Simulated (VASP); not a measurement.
The system is CoSi.

```
Co Si
1.0
     4.43800    0.00000    0.00000
     0.00000    4.43800    0.00000
     0.00000    0.00000    4.43800
Co Si
4 4
Direct
  0.14000 0.14000 0.14000
  0.36000 0.86000 0.64000
  0.64000 0.36000 0.86000
  0.86000 0.64000 0.36000
  0.84300 0.84300 0.84300
  0.65700 0.15700 0.34300
  0.34300 0.65700 0.15700
  0.15700 0.34300 0.65700
```

* Program: VASP 6.6.1
* Task: relaxation of cell and atoms
* Functional: PBEsol
* Potentials or basis: VASP PAW PBE potentials, release 64 (Co, Si)
* Cutoff: 600 eV
* k mesh: 8 × 8 × 8
* Occupations: methfessel-paxton, width 0.1 eV
* Spin: no spin polarisation

At the start: pressure -7.1 GPa; volume 10.93 Å³/atom.

How do energy, volume and symmetry change on relaxing?

Over 10 steps the energy falls by 11.6 meV/atom and the volume is 10.55 Å³/atom (-3.4 %); space group P2_13 (No. 198, to 0.05 Å).

Step by step:
```tsv
step	energy change (eV)	largest force (eV/Å)	pressure (GPa)	volume (Å³)
1	0.0000	0.2447	-7.07	87.41
2	0.0241	0.4059	10.31	81.45
3	-0.0678	0.3234	0.34	84.58
4	-0.0830	0.2030	0.37	84.49
5	-0.0926	0.0482	0.38	84.35
6	-0.0927	0.0492	0.25	84.33
7	-0.0928	0.0049	-0.51	84.57
8	-0.0929	0.0252	-0.23	84.46
9	-0.0930	0.0127	0.03	84.38
10	-0.0930	0.0016	-0.01	84.41
```

Final structure:
```
Co Si
1.0
     4.38658    0.00000    0.00000
     0.00000    4.38658    0.00000
     0.00000    0.00000    4.38658
Co Si
4 4
Direct
  0.14575 0.14575 0.14575
  0.35425 0.85425 0.64575
  0.64575 0.35425 0.85425
  0.85425 0.64575 0.35425
  0.84333 0.84333 0.84333
  0.65667 0.15667 0.34333
  0.34333 0.65667 0.15667
  0.15667 0.34333 0.65667
```

Caveat: the PAW data sets were made with another functional, which shifts forces and pressure a little.
